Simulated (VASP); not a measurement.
Level of theory: PBEsol GGA, VASP's PBE PAW potentials (set 64) (plane waves; VASP 6.6.1).

The input files of a VASP run:

File KPOINTS:
```
Automatic mesh
0
Gamma
4 4 4
0 0 0
```

### INCAR
```
SYSTEM = BeCd3Te4
PREC = Accurate; ENCUT = 400; LREAL = .False.
LASPH = .True.
EDIFF = 1E-7; NELM = 100; ALGO = Normal
LMAXMIX = 4
ISMEAR = -5
GGA = PS
ISIF = 2
LWAVE = .False.; LCHARG = .True.; LORBIT = 11
NEDOS = 601
LEFG = .True.
```

**POSCAR**
```
BeCd3Te4
1
    6.2570556920    -0.0000000000    -0.0000000000
   -0.0000000000     6.2570556920    -0.0000000000
    0.0000000000    -0.0000000000     6.2570556920
Cd Te Be
3 4 1
Direct
  0.0000000000   0.0000000000   0.0000000000
  0.5000000000   0.5000000000   0.0000000000
  0.5000000000   0.0000000000   0.5000000000
  0.2273820633   0.2726179367   0.2726179367
  0.7726179367   0.7273820633   0.2726179367
  0.7726179367   0.2726179367   0.7273820633
  0.2273820633   0.7273820633   0.7273820633
  0.0000000000   0.5000000000   0.5000000000
```

POTCAR, in this order: Cd Te Be (PBE.64 set). Program: vasp_std.

The run wrote:

OUTCAR:
```
 ion  position               nearest neighbor table
   1  0.000  0.000  0.000-   4 2.80   5 2.80   6 2.80   7 2.80
   2  0.500  0.500  0.000-   4 2.80   5 2.80   6 2.80   7 2.80
   3  0.500  0.000  0.500-   4 2.80   5 2.80   6 2.80   7 2.80
   4  0.227  0.273  0.273-   8 2.46   2 2.80   3 2.80   1 2.80
   5  0.773  0.727  0.273-   8 2.46   2 2.80   3 2.80   1 2.80
   6  0.773  0.273  0.727-   8 2.46   2 2.80   3 2.80   1 2.80
   7  0.227  0.727  0.727-   8 2.46   2 2.80   3 2.80   1 2.80
   8  0.000  0.500  0.500-   4 2.46   5 2.46   6 2.46   7 2.46
  LATTYP: Found a simple cubic cell.
 ALAT       =     6.2570556920
 Subroutine PRICEL returns:
 Original cell was already a primitive cell.
 Subroutine GETGRP returns: Found 24 space group operations
The static configuration has the point symmetry D_2d.
 The point group associated with its full space group is T_d .
The dynamic configuration has the point symmetry D_2d.
 Subroutine INISYM returns: Found 24 space group operations
 Subroutine IBZKPT returns following result:
 Found     10 irreducible k-points:

 Following reciprocal coordinates:
            Coordinates               Weight
  0.000000  0.000000  0.000000      1.000000
  0.250000  0.000000  0.000000      6.000000
...
```

File OSZICAR:
```
       N       E                     dE             d eps       ncg     rms          rms(c)
DAV:   1     0.332494174298E+03    0.33249E+03   -0.23715E+04   740   0.118E+03
DAV:   2    -0.644843043683E+01   -0.33894E+03   -0.33163E+03   862   0.293E+02
DAV:   3    -0.252144227993E+02   -0.18766E+02   -0.18673E+02   880   0.716E+01
DAV:   4    -0.255372585242E+02   -0.32284E+00   -0.32259E+00   953   0.834E+00
DAV:   5    -0.255408564791E+02   -0.35980E-02   -0.35977E-02   902   0.919E-01    0.107E+01
DAV:   6    -0.245136624528E+02    0.10272E+01   -0.25842E+00   815   0.134E+01    0.842E+00
DAV:   7    -0.244525804144E+02    0.61082E-01   -0.80945E-01   857   0.381E+00    0.376E+00
DAV:   8    -0.244472885150E+02    0.52919E-02   -0.80087E-02   808   0.236E+00    0.932E-01
DAV:   9    -0.244474488197E+02   -0.16030E-03   -0.10787E-02   828   0.943E-01    0.259E-01
DAV:  10    -0.244473180070E+02    0.13081E-03   -0.12068E-03   855   0.301E-01    0.133E-01
DAV:  11    -0.244474612108E+02   -0.14320E-03   -0.13428E-03   849   0.231E-01    0.841E-02
DAV:  12    -0.244473946226E+02    0.66588E-04   -0.24596E-04   795   0.122E-01    0.476E-02
DAV:  13    -0.244473958729E+02   -0.12503E-05   -0.12730E-05   825   0.157E-02    0.259E-02
DAV:  14    -0.244473922115E+02    0.36614E-05   -0.19858E-05   828   0.294E-02    0.377E-03
DAV:  15    -0.244473924002E+02   -0.18862E-06   -0.23420E-06   812   0.697E-03    0.556E-03
DAV:  16    -0.244473926475E+02   -0.24735E-06   -0.22033E-07   704   0.278E-03    0.158E-03
DAV:  17    -0.244473927832E+02   -0.13574E-06   -0.43255E-08   497   0.101E-03    0.188E-03
DAV:  18    -0.244473927249E+02    0.58365E-07   -0.59013E-09   440   0.351E-04
   1 F= -.24447393E+02 E0= -.24447393E+02  d E =0.000000E+00
```

**OUTCAR**
```
------------------------ aborting loop because EDIFF is reached ----------------------------------------
  FORCE on cell =-STRESS in cart. coord.  units (eV):
  Direction    XX          YY          ZZ          XY          YZ          ZX
  --------------------------------------------------------------------------------------
  Total        0.0718818      0.0718818      0.0718818      0.0000000      0.0000000     -0.0000000
  in kB        0.4701317      0.4701317      0.4701317      0.0000000      0.0000000     -0.0000000
  external PRESSURE =       0.4701317 kB  Pullay stress =       0.0000000 kB
  volume of cell :      244.97
      direct lattice vectors                 reciprocal lattice vectors
     6.257055692  0.000000000  0.000000000     0.159819578  0.000000000  0.000000000
     0.000000000  6.257055692  0.000000000     0.000000000  0.159819578  0.000000000
     0.000000000  0.000000000  6.257055692     0.000000000  0.000000000  0.159819578
 POSITION                                       TOTAL-FORCE (eV/Angst)
 -----------------------------------------------------------------------------------
      0.00000      0.00000      0.00000         0.000000     -0.000000      0.000000
      3.12853      3.12853      0.00000         0.000000      0.000000      0.000000
      3.12853      0.00000      3.12853         0.000000     -0.000000      0.000000
      1.42274      1.70579      1.70579         0.011094     -0.011094     -0.011094
      4.83431      4.55127      1.70579        -0.011094      0.011094     -0.011094
      4.83431      1.70579      4.55127        -0.011094     -0.011094      0.011094
      1.42274      4.55127      4.55127         0.011094      0.011094      0.011094
      0.00000      3.12853      3.12853         0.000000      0.000000      0.000000
 -----------------------------------------------------------------------------------
    total drift:                                0.000000      0.000000      0.000000
  FREE ENERGIE OF THE ION-ELECTRON SYSTEM (eV)
  ---------------------------------------------------
  free  energy   TOTEN  =       -24.4473927249 eV

  energy  without entropy=      -24.4473927249  energy(sigma->0) =      -24.44739272

 total charge

# of ion       s       p       d       tot
------------------------------------------
    1        0.477   0.326   9.522  10.325
    2        0.477   0.326   9.522  10.325
    3        0.477   0.326   9.522  10.325
    4        1.348   2.067   0.024   3.440
    5        1.348   2.067   0.024   3.440
    6        1.348   2.067   0.024   3.440
    7        1.348   2.067   0.024   3.440
    8        0.361   0.523   0.000   0.884
--------------------------------------------------
tot          7.185   9.771  28.664  45.619

 Electric field gradients after diagonalization (V/A^2)
 (convention: |V_zz| > |V_xx| > |V_yy|)
----------------------------------------------------------------------
 ion       V_xx      V_yy      V_zz     asymmetry (V_yy - V_xx)/ V_zz
----------------------------------------------------------------------
   1     -24.494   -24.494    48.988       0.000
   2     -24.494   -24.494    48.988       0.000
   3     -24.494   -24.494    48.988       0.000
   4     -18.509   -18.509    37.019       0.000
   5     -18.509   -18.509    37.019       0.000
   6     -18.509   -18.509    37.019       0.000
   7     -18.509   -18.509    37.019       0.000
   8       0.000     0.000     0.000      -0.140
```
(Selected blocks of OUTCAR.)

File OUTCAR:
```
 val. band max:        2.8028464669   @ k =   0.0000   0.0000   0.0000

 cond. band min:       4.0366236437   @ k =   0.0000   0.0000   0.0000


 Fermi energy:         2.8279098461

 k-point     1 :       0.0000    0.0000    0.0000
  band No.  band energies     occupation
      1      -8.6511      2.00000
      2      -7.7842      2.00000
      3      -7.7842      2.00000
      4      -7.7842      2.00000
      5      -5.3953      2.00000
      6      -5.3953      2.00000
      7      -5.3953      2.00000
      8      -5.2758      2.00000
      9      -5.2645      2.00000
     10      -5.2645      2.00000
     11      -5.2388      2.00000
     12      -5.2388      2.00000
     13      -5.2388      2.00000
     14      -5.1705      2.00000
     15      -5.1705      2.00000
     16      -5.1243      2.00000
     17      -4.8757      2.00000
     18      -4.8757      2.00000
     19      -4.8757      2.00000
     20      -1.9432      2.00000
     21      -1.5338      2.00000
     22      -1.5338      2.00000
     23       0.5453      2.00000
     24       0.5453      2.00000
     25       0.5453      2.00000
     26       1.0048      2.00000
     27       1.0048      2.00000
     28       1.0048      2.00000
     29       2.8028      2.00000
     30       2.8028      2.00000
     31       2.8028      2.00000
     32       4.0366      0.00000
     33       4.9981      0.00000
     34       4.9981      0.00000
     35       5.2837      0.00000
     36       5.2837      0.00000
     37       5.2837      0.00000

 k-point     2 :       0.2500    0.0000    0.0000
  band No.  band energies     occupation
      1      -8.5478      2.00000
      2      -7.9006      2.00000
      3      -7.7859      2.00000
      4      -7.7859      2.00000
      5      -5.3921      2.00000
      6      -5.3845      2.00000
      7      -5.3845      2.00000
      8      -5.2766      2.00000
      9      -5.2698      2.00000
     10      -5.2698      2.00000
     11      -5.2635      2.00000
...
```

Unless said otherwise, spin-orbit coupling is left out, though it shifts the bands of the heavy elements here.

The structure was generated: BeCd3Te4 was put into an ordered model structure (P-43m), which need not be its known phase. It was relaxed first.
